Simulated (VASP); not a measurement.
Take PbS (rock salt), against free atoms with fixed spin and no zero-point term, in VASP with PAW potentials, and its cohesive energy.

Q: One run gives 3.51 eV/atom. Which level is it?
(A) r2SCAN
(B) LDA
(C) PBEsol

A: A, r2SCAN.  The others give 4.41 (LDA), 3.90 (PBEsol).

Only levels that ran to the end are used. Left out are those held back, those with too coarse a band path, GW runs whose mesh misses a band edge, hybrids' fits of cells that aren't cubic and levels without matching references; a question may draw on a part of the rest.
